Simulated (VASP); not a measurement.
Method: revTPSS meta-GGA, VASP's PBE PAW potentials (set 64) (plane waves; VASP).

The input files of a VASP run:

**POSCAR**
```
Pd atom
1
   12.0000000000     0.0000000000     0.0000000000
    0.0000000000    12.5000000000     0.0000000000
    0.0000000000     0.0000000000    13.0000000000
Pd
1
Direct
  0.0000000000   0.0000000000   0.0000000000
```

**INCAR**
```
! general
SYSTEM =Pd atom
PREC   =Normal
ENCUT  =520
LREAL  =.False.
LASPH  =.True.
ISYM   =0

! electronic loop
EDIFF  =1E-6
NELM   =200
ALGO   =All
LMAXMIX=4
LMIXTAU=.True.

! smearing
ISMEAR =0
SIGMA  =0.01

! functional
METAGGA=RTPSS

! spin
ISPIN  =2
MAGMOM =0
NUPDOWN=0

! output
LWAVE  =.False.
LCHARG =.False.
LORBIT =10
```

KPOINTS:
```
Automatic mesh
0
Gamma
1 1 1
0 0 0
```

POTCAR, in this order: Pd (PBE.64 set). Program: vasp_gam. Read from the step before: WAVECAR.

The run wrote:

### OSZICAR
```
       N       E                     dE             d eps       ncg     rms           ort
SDA:   1     0.140404688983E+02    0.14040E+02    0.00000E+00     9   0.147E-01   0.000E+00
CGA:   2     0.140382479420E+02   -0.22210E-02   -0.22177E-02     9   0.214E-02  -0.104E-03
CGA:   3     0.140373543737E+02   -0.89357E-03   -0.88715E-03     9   0.749E-04   0.297E-04
CGA:   4     0.140373228993E+02   -0.31474E-04   -0.33761E-04     9   0.104E-04  -0.100E-04
CGA:   5     0.140373217603E+02   -0.11391E-05   -0.13168E-05     9   0.223E-05   0.190E-05
SDA:   6     0.140373212771E+02   -0.48317E-06   -0.50892E-06     9   0.736E-06   0.676E-06
   1 F= 0.14037321E+02 E0= 0.14037321E+02  d E =-.193536E-11  mag=     0.0000
```

OUTCAR:
```
------------------------ aborting loop because EDIFF is reached ----------------------------------------
  FORCE on cell =-STRESS in cart. coord.  units (eV):
  Direction    XX          YY          ZZ          XY          YZ          ZX
  --------------------------------------------------------------------------------------
  Total        0.0020114      0.0047324      0.0037013     -0.0000002      0.0000000      0.0000002
  in kB        0.0016526      0.0038882      0.0030411     -0.0000001      0.0000000      0.0000001
  external PRESSURE =       0.0028607 kB  Pullay stress =       0.0000000 kB
  volume of cell :     1950.00
      direct lattice vectors                 reciprocal lattice vectors
    12.000000000  0.000000000  0.000000000     0.083333333  0.000000000  0.000000000
     0.000000000 12.500000000  0.000000000     0.000000000  0.080000000  0.000000000
     0.000000000  0.000000000 13.000000000     0.000000000  0.000000000  0.076923077
 POSITION                                       TOTAL-FORCE (eV/Angst)
 -----------------------------------------------------------------------------------
      0.00000      0.00000      0.00000        -0.000000     -0.000000      0.000000
 -----------------------------------------------------------------------------------
    total drift:                               -0.000000     -0.000000      0.000000
  FREE ENERGIE OF THE ION-ELECTRON SYSTEM (eV)
  ---------------------------------------------------
  free  energy   TOTEN  =        14.0373212771 eV

  energy  without entropy=       14.0373212771  energy(sigma->0) =       14.03732128

 total charge

# of ion       s       p       d       tot
------------------------------------------
    1        0.000   0.000   9.174   9.174

 magnetization (x)

# of ion       s       p       d       tot
------------------------------------------
    1       -0.000   0.000   0.000   0.000
```
(Selected blocks of OUTCAR.)

File OUTCAR:
```
 val. band max:       -3.7318885971   @ k =   0.0000   0.0000   0.0000

 cond. band min:      -2.9443484022   @ k =   0.0000   0.0000   0.0000


 Fermi energy:        -3.7038891483

 spin component 1

 k-point     1 :       0.0000    0.0000    0.0000
  band No.  band energies     occupation
      1      -3.7321      1.00000
      2      -3.7321      1.00000
      3      -3.7320      1.00000
      4      -3.7319      1.00000
      5      -3.7319      1.00000
      6      -2.9443      0.00000
      7       0.0121      0.00000
      8       0.0321      0.00000
      9       0.0561      0.00000

 Fermi energy:        -3.7038891483

 spin component 2

 k-point     1 :       0.0000    0.0000    0.0000
  band No.  band energies     occupation
      1      -3.7321      1.00000
      2      -3.7321      1.00000
      3      -3.7320      1.00000
      4      -3.7319      1.00000
      5      -3.7319      1.00000
      6      -2.9443      0.00000
      7       0.0123      0.00000
      8       0.0322      0.00000
      9       0.0560      0.00000
```

The atom may not be in its lowest state.

The cell is a free atom in a box.
